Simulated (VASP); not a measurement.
Zr3Pt (space group Pm-3m): computed properties

Method: PBEsol GGA, VASP's PBE PAW potentials (set 64) (plane waves; VASP).

For Zr3Pt, the space group is Pm-3m (221). The cell is a = 4.2766 Å, b = 4.2766 Å, c = 4.2766 Å, α = 90.00°, β = 90.00°, γ = 90.00° and the volume per atom is 19.55 Å³/atom. The band gap (over mesh and band path) is none (metal, semimetal or under 0.01 eV) and the Hill bulk modulus is 138 GPa. The Hill shear modulus is 16.6 GPa. The Poisson's ratio is 0.442 and the band gap with spin-orbit coupling is none (metallic). The density comes out as 9.95 g/cm³. The optical Γ-point spectrum is 90 (×3), 98 (×3), 220 (×3) cm⁻¹ and the C11 is 155 GPa. The C12 is 129 GPa and the C44 is 19.4 GPa.

```yaml
crystal:
  lattice:
    - [4.27657, 0.00000, 0.00000]
    - [0.00000, 4.27657, 0.00000]
    - [0.00000, 0.00000, 4.27657]
  atoms:
    - { symbol: Zr, position: [0.00000, 0.50000, 0.50000] }
    - { symbol: Zr, position: [0.50000, 0.00000, 0.50000] }
    - { symbol: Zr, position: [0.50000, 0.50000, 0.00000] }
    - { symbol: Pt, position: [0.00000, 0.00000, 0.00000] }
```

Finite-difference elastic constants of metals are sensitive to mesh and smearing; shear constants can be off by tens of GPa. Unless said otherwise, spin-orbit coupling is left out, though it shifts the bands of the heavy elements here.

The structure comes from a computed database's Zr3Pt entry (Pm-3m); how it stands against other phases isn't given here. It was relaxed first, which changed the volume by -5 %. Symmetry was kept, so distortions that lower it aren't found.
